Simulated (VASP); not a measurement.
Output of a VASP run:

File OUTCAR:
```
 ion  position               nearest neighbor table
   1  0.500  0.000  0.000-  32 2.49  46 2.49  54 2.49  62 2.49
   2  0.750  0.250  0.000-  32 2.49  33 2.49  44 2.49  55 2.49
   3  0.750  0.000  0.250-  32 2.49  34 2.49  38 2.49  49 2.49
   4  0.000  0.000  0.000-  35 2.49  38 2.49  44 2.49  63 2.49
   5  0.250  0.250  0.000-  35 2.49  36 2.49  54 2.49  60 2.49
   6  0.500  0.500  0.000-  36 2.49  37 2.49  55 2.49  61 2.49
   7  0.750  0.750  0.000-  37 2.49  38 2.49  56 2.49  62 2.49
   8  0.250  0.000  0.250-  35 2.49  39 2.49  46 2.49  57 2.49
   9  0.500  0.250  0.250-  32 2.49  36 2.49  39 2.49  40 2.55
  10  0.750  0.500  0.250-  40 2.49  37 2.49  33 2.49  41 2.49
  11  0.500  0.000  0.500-  39 2.49  42 2.49  49 2.49  59 2.49
  12  0.750  0.250  0.500-  34 2.49  42 2.49  43 2.49  40 2.50
  13  0.750  0.000  0.750-  42 2.49  44 2.49  53 2.49  62 2.49
  14  0.000  0.500  0.000-  33 2.49  45 2.49  56 2.49  60 2.49
  15  0.250  0.750  0.000-  45 2.49  46 2.49  61 2.49  63 2.49
  16  0.000  0.250  0.250-  33 2.49  34 2.49  35 2.49  47 2.49
  17  0.250  0.500  0.250-  36 2.49  45 2.49  47 2.49  48 2.51
  18  0.500  0.750  0.250-  48 2.48  46 2.49  37 2.49  49 2.49
  19  0.000  0.000  0.500-  34 2.49  50 2.49  53 2.49  57 2.49
  20  0.250  0.250  0.500-  39 2.49  47 2.49  50 2.49  51 2.54
  21  0.750  0.750  0.500-  41 2.49  49 2.49  53 2.49  52 2.54
  22  0.250  0.000  0.750-  50 2.49  54 2.49  59 2.49  63 2.49
  23  0.500  0.250  0.750-  42 2.49  54 2.49  55 2.49  51 2.51
  24  0.750  0.500  0.750-  52 2.47  43 2.49  55 2.49  56 2.49
  25  0.000  0.750  0.250-  38 2.49  41 2.49  45 2.49  57 2.49
  26  0.000  0.500  0.500-  41 2.49  43 2.49  47 2.49  58 2.49
  27  0.250  0.750  0.500-  48 2.49  57 2.49  58 2.49  59 2.49
  28  0.000  0.250  0.750-  43 2.49  44 2.49  50 2.49  60 2.49
  29  0.250  0.500  0.750-  51 2.46  58 2.49  60 2.49  61 2.49
  30  0.500  0.750  0.750-  59 2.49  61 2.49  62 2.49  52 2.50
  31  0.000  0.750  0.750-  53 2.49  56 2.49  58 2.49  63 2.49
  32  0.625  0.125  0.125-   1 2.49   2 2.49   3 2.49   9 2.49
  33  0.875  0.375  0.125-   2 2.49  10 2.49  14 2.49  16 2.49
  34  0.875  0.125  0.375-   3 2.49  12 2.49  16 2.49  19 2.49
  35  0.125  0.125  0.125-   4 2.49   5 2.49   8 2.49  16 2.49
  36  0.375  0.375  0.125-   5 2.49   6 2.49   9 2.49  17 2.49
  37  0.625  0.625  0.125-   6 2.49   7 2.49  10 2.49  18 2.49
  38  0.875  0.875  0.125-   3 2.49   4 2.49   7 2.49  25 2.49
  39  0.375  0.125  0.375-   8 2.49   9 2.49  11 2.49  20 2.49
  40  0.625  0.379  0.379-  64 2.46  10 2.49  12 2.50   9 2.55
  41  0.875  0.625  0.375-  10 2.49  21 2.49  25 2.49  26 2.49
  42  0.625  0.125  0.625-  11 2.49  12 2.49  13 2.49  23 2.49
  43  0.875  0.375  0.625-  12 2.49  24 2.49  26 2.49  28 2.49
  44  0.875  0.125  0.875-   2 2.49   4 2.49  13 2.49  28 2.49
  45  0.125  0.625  0.125-  14 2.49  15 2.49  17 2.49  25 2.49
  46  0.375  0.875  0.125-   1 2.49   8 2.49  15 2.49  18 2.49
  47  0.125  0.375  0.375-  16 2.49  17 2.49  20 2.49  26 2.49
  48  0.376  0.627  0.375-  18 2.48  27 2.49  17 2.51  64 2.53
  49  0.625  0.875  0.375-   3 2.49  11 2.49  18 2.49  21 2.49
  50  0.125  0.125  0.625-  19 2.49  20 2.49  22 2.49  28 2.49
  51  0.376  0.379  0.626-  64 2.43  29 2.46  23 2.51  20 2.54
  52  0.623  0.621  0.627-  64 2.46  24 2.47  30 2.50  21 2.54
  53  0.875  0.875  0.625-  13 2.49  19 2.49  21 2.49  31 2.49
  54  0.375  0.125  0.875-   1 2.49   5 2.49  22 2.49  23 2.49
  55  0.625  0.375  0.875-   2 2.49   6 2.49  23 2.49  24 2.49
  56  0.875  0.625  0.875-   7 2.49  14 2.49  24 2.49  31 2.49
  57  0.125  0.875  0.375-   8 2.49  19 2.49  25 2.49  27 2.49
  58  0.125  0.625  0.625-  26 2.49  27 2.49  29 2.49  31 2.49
  59  0.375  0.875  0.625-  11 2.49  22 2.49  27 2.49  30 2.49
  60  0.125  0.375  0.875-   5 2.49  14 2.49  28 2.49  29 2.49
  61  0.375  0.625  0.875-   6 2.49  15 2.49  29 2.49  30 2.49
  62  0.625  0.875  0.875-   1 2.49   7 2.49  13 2.49  30 2.49
  63  0.125  0.875  0.875-   4 2.49  15 2.49  22 2.49  31 2.49
  64  0.500  0.498  0.503-  51 2.43  40 2.46  52 2.46  48 2.53
 Subroutine IBZKPT returns following result:
 Found      1 irreducible k-points:

 Following reciprocal coordinates:
            Coordinates               Weight
  0.000000  0.000000  0.000000      1.000000
   k-points           NKPTS =      1   k-points in BZ     NKDIM =      1   number of bands    NBANDS=    161
   number of dos      NEDOS =    301   number of ions     NIONS =     64
   total plane-waves  NPLWV = 175616
   dimension x,y,z NGX =    56 NGY =   56 NGZ =   56
   dimension x,y,z NGXF=   112 NGYF=  112 NGZF=  112
   ions per type =              31  32   1
   PREC   = normal    normal or accurate (medium, high low for compatibility)
   ISTART =      0    job   : 0-new  1-cont  2-samecut
   ICHARG =      2    charge: 1-file 2-atom 10-const
...
```

File OSZICAR:
```
...
RMM:   5    -0.258279073805E+03   -0.25167E-04   -0.45168E-04   330   0.379E-02    0.157E-02
RMM:   6    -0.258279081937E+03   -0.81314E-05   -0.10677E-04   295   0.171E-02    0.884E-03
RMM:   7    -0.258279084535E+03   -0.25981E-05   -0.21729E-05   210   0.833E-03
   4 F= -.25827908E+03 E0= -.25827393E+03  d E =-.556646E-01
       N       E                     dE             d eps       ncg     rms          rms(c)
DAV:   1    -0.258285481360E+03   -0.63994E-02   -0.50542E-01   340   0.127E+00    0.300E-01
RMM:   2    -0.258287924461E+03   -0.24431E-02   -0.35200E-02   322   0.313E-01    0.977E-02
RMM:   3    -0.258288407516E+03   -0.48306E-03   -0.63449E-03   341   0.130E-01    0.559E-02
RMM:   4    -0.258288414570E+03   -0.70540E-05   -0.84359E-04   330   0.496E-02    0.250E-02
RMM:   5    -0.258288424565E+03   -0.99947E-05   -0.18994E-04   323   0.243E-02    0.980E-03
RMM:   6    -0.258288427222E+03   -0.26570E-05   -0.46176E-05   241   0.111E-02
   5 F= -.25828843E+03 E0= -.25828316E+03  d E =-.650072E-01
       N       E                     dE             d eps       ncg     rms          rms(c)
DAV:   1    -0.258300664368E+03   -0.12240E-01   -0.39148E-01   356   0.117E+00    0.236E-01
RMM:   2    -0.258302843056E+03   -0.21787E-02   -0.27359E-02   322   0.303E-01    0.807E-02
RMM:   3    -0.258303256516E+03   -0.41346E-03   -0.44929E-03   342   0.122E-01    0.510E-02
RMM:   4    -0.258303237898E+03    0.18618E-04   -0.54564E-04   323   0.463E-02    0.210E-02
RMM:   5    -0.258303251808E+03   -0.13909E-04   -0.17052E-04   325   0.236E-02    0.925E-03
RMM:   6    -0.258303251692E+03    0.11547E-06   -0.37984E-05   231   0.108E-02
   6 F= -.25830325E+03 E0= -.25829797E+03  d E =-.148245E-01
       N       E                     dE             d eps       ncg     rms          rms(c)
DAV:   1    -0.258305143344E+03   -0.18915E-02   -0.14885E-01   356   0.720E-01    0.145E-01
RMM:   2    -0.258305985252E+03   -0.84191E-03   -0.10473E-02   322   0.188E-01    0.495E-02
RMM:   3    -0.258306144462E+03   -0.15921E-03   -0.17342E-03   344   0.757E-02    0.316E-02
RMM:   4    -0.258306136672E+03    0.77898E-05   -0.20988E-04   323   0.286E-02    0.131E-02
RMM:   5    -0.258306142101E+03   -0.54293E-05   -0.66732E-05   274   0.146E-02
   7 F= -.25830614E+03 E0= -.25830084E+03  d E =-.177149E-01
       N       E                     dE             d eps       ncg     rms          rms(c)
DAV:   1    -0.258306149649E+03   -0.12978E-04   -0.93263E-04   372   0.581E-02    0.131E-02
RMM:   2    -0.258306157407E+03   -0.77572E-05   -0.87220E-05   315   0.172E-02    0.510E-03
RMM:   3    -0.258306158885E+03   -0.14785E-05   -0.13839E-05   189   0.717E-03    0.342E-03
RMM:   4    -0.258306158943E+03   -0.57555E-07   -0.18824E-06   128   0.277E-03
   8 F= -.25830616E+03 E0= -.25830085E+03  d E =-.177317E-01
       N       E                     dE             d eps       ncg     rms          rms(c)
DAV:   1    -0.258307778801E+03   -0.16199E-02   -0.83501E-02   340   0.534E-01    0.111E-01
RMM:   2    -0.258308249889E+03   -0.47109E-03   -0.56708E-03   322   0.136E-01    0.332E-02
RMM:   3    -0.258308325512E+03   -0.75623E-04   -0.86657E-04   332   0.544E-02    0.201E-02
RMM:   4    -0.258308327121E+03   -0.16093E-05   -0.13057E-04   324   0.218E-02    0.835E-03
RMM:   5    -0.258308329708E+03   -0.25865E-05   -0.30018E-05   225   0.102E-02
   9 F= -.25830833E+03 E0= -.25830312E+03  d E =-.217076E-02
```

**OUTCAR**
```
------------------------ aborting loop because EDIFF is reached ----------------------------------------
  FORCE on cell =-STRESS in cart. coord.  units (eV):
  Direction    XX          YY          ZZ          XY          YZ          ZX
  --------------------------------------------------------------------------------------
  Total        6.0852333      6.1095855      6.0844958      0.0223172      0.0106420      0.0405773
  in kB        6.3735355      6.3990414      6.3727630      0.0233745      0.0111462      0.0424997
  external PRESSURE =       6.3817800 kB  Pullay stress =       0.0000000 kB
  volume of cell :     1529.70
      direct lattice vectors                 reciprocal lattice vectors
    11.522210422  0.000000000  0.000000000     0.086788903  0.000000000  0.000000000
     0.000000000 11.522210422  0.000000000     0.000000000  0.086788903  0.000000000
     0.000000000  0.000000000 11.522210422     0.000000000  0.000000000  0.086788903
  FREE ENERGIE OF THE ION-ELECTRON SYSTEM (eV)
  ---------------------------------------------------
  free  energy   TOTEN  =      -258.3083297076 eV

  energy  without entropy=     -258.2979107002  energy(sigma->0) =     -258.30312020

 reached required accuracy - stopping structural energy minimisation
```
(Selected blocks of OUTCAR.)

### POSCAR
```
Ga31InAs32
1
   11.5222104216     0.0000000000     0.0000000000
    0.0000000000    11.5222104216    -0.0000000000
   -0.0000000000    -0.0000000000    11.5222104216
Ga As In
31 32 1
Direct
  0.5000000000   0.0000000000   0.0000000000
  0.7500000000   0.2500000000   0.0000000000
  0.7500000000   0.0000000000   0.2500000000
  0.0000000000   0.0000000000   0.0000000000
  0.2500000000   0.2500000000   0.0000000000
  0.5000000000   0.5000000000   0.0000000000
  0.7500000000   0.7500000000   0.0000000000
  0.2500000000   0.0000000000   0.2500000000
  0.5000000000   0.2500000000   0.2500000000
  0.7500000000   0.5000000000   0.2500000000
  0.5000000000   0.0000000000   0.5000000000
  0.7500000000   0.2500000000   0.5000000000
  0.7500000000   0.0000000000   0.7500000000
  0.0000000000   0.5000000000   0.0000000000
  0.2500000000   0.7500000000   0.0000000000
  0.0000000000   0.2500000000   0.2500000000
  0.2500000000   0.5000000000   0.2500000000
  0.5000000000   0.7500000000   0.2500000000
  0.0000000000   0.0000000000   0.5000000000
  0.2500000000   0.2500000000   0.5000000000
  0.7500000000   0.7500000000   0.5000000000
  0.2500000000   0.0000000000   0.7500000000
  0.5000000000   0.2500000000   0.7500000000
  0.7500000000   0.5000000000   0.7500000000
  0.0000000000   0.7500000000   0.2500000000
  0.0000000000   0.5000000000   0.5000000000
  0.2500000000   0.7500000000   0.5000000000
  0.0000000000   0.2500000000   0.7500000000
  0.2500000000   0.5000000000   0.7500000000
  0.5000000000   0.7500000000   0.7500000000
  0.0000000000   0.7500000000   0.7500000000
  0.6250000000   0.1250000000   0.1250000000
  0.8750000000   0.3750000000   0.1250000000
  0.8750000000   0.1250000000   0.3750000000
  0.1250000000   0.1250000000   0.1250000000
  0.3750000000   0.3750000000   0.1250000000
  0.6250000000   0.6250000000   0.1250000000
  0.8750000000   0.8750000000   0.1250000000
  0.3750000000   0.1250000000   0.3750000000
  0.6254130000   0.3791350000   0.3785160000
  0.8750000000   0.6250000000   0.3750000000
  0.6250000000   0.1250000000   0.6250000000
  0.8750000000   0.3750000000   0.6250000000
  0.8750000000   0.1250000000   0.8750000000
  0.1250000000   0.6250000000   0.1250000000
  0.3750000000   0.8750000000   0.1250000000
  0.1250000000   0.3750000000   0.3750000000
  0.3759360000   0.6266890000   0.3753570000
  0.6250000000   0.8750000000   0.3750000000
  0.1250000000   0.1250000000   0.6250000000
  0.3760740000   0.3791450000   0.6264650000
  0.6228940000   0.6213760000   0.6265390000
  0.8750000000   0.8750000000   0.6250000000
  0.3750000000   0.1250000000   0.8750000000
  0.6250000000   0.3750000000   0.8750000000
  0.8750000000   0.6250000000   0.8750000000
  0.1250000000   0.8750000000   0.3750000000
  0.1250000000   0.6250000000   0.6250000000
  0.3750000000   0.8750000000   0.6250000000
  0.1250000000   0.3750000000   0.8750000000
  0.3750000000   0.6250000000   0.8750000000
  0.6250000000   0.8750000000   0.8750000000
  0.1250000000   0.8750000000   0.8750000000
  0.4995300000   0.4975620000   0.5034130000
```

### Question
Write an INCAR and KPOINTS that could have produced this output.

### Answer
One answer among several that fit: the input of the run itself, PBE GGA, plane waves, VASP's PBE PAW potentials (set 64).

KPOINTS:
```
Automatic mesh
0
Gamma
 1 1 1
0 0 0
```

### INCAR
```
# general
SYSTEM  = Ga31InAs32
PREC    = Normal
ENCUT   = 400   # plane-wave cut-off (eV)
LREAL   = Auto   # projection in real space or not
LASPH   = T
ISYM    = 0

# electronic loop
EDIFF   = 1E-5
NELM    = 100   # most electronic steps
NELMIN  = 4
ALGO    = Fast
LMAXMIX = 4   # l cut-off of mixed one-centre charges

# smearing
ISMEAR  = 0   # Gaussian
SIGMA   = 0.05

# functional
GGA     = PE   # PBE

# ions
IBRION  = 2
NSW     = 60   # most ionic steps
ISIF    = 2   # forces and stress, cell fixed
EDIFFG  = -0.03   # ionic stop

# output
LWAVE   = T
LCHARG  = F
```

POTCAR, in this order: Ga As In (PBE.64 set). Program: vasp_gam.

The supercell is sampled at Γ alone, which is coarse: total energies, pressure and levels can be off, energies of defects by several tenths of an eV.

The cell is a supercell with a defect, built from GaAs (zinc blende): In_Ga. The run is not spin-polarised, so no state with unpaired spins was tried.
